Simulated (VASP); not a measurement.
Given:

```
CELL_PARAMETERS angstrom
     -1.88628     1.88628     4.79875
      1.88628    -1.88628     4.79875
      1.88628     1.88628    -4.79875
ATOMIC_POSITIONS crystal
  Ti 0.75000 0.25000 0.50000
  Ti 0.00000 0.00000 0.00000
  O  0.54306 0.04306 0.50000
  O  0.79306 0.79306 0.00000
  O  0.20694 0.20694 0.00000
  O  0.95694 0.45694 0.50000
```

All values below come from AM05 GGA, VASP's PBE PAW potentials (set 64) (plane waves; VASP 6.6.1). Numerical set-up: 520 eV cut-off, 9×9×9 Γ-centred mesh, tetrahedra with Blöchl corrections, potentials Ti_sv O.

What does the run give for the energy per atom (σ→0)?

The energy per atom (σ→0) is -9.154 eV/atom.

Only differences to runs with the same potentials and settings are physical.

The compound is TiO2 in the anatase structure, one of several forms; rutile is the usual stable one. It was relaxed first.
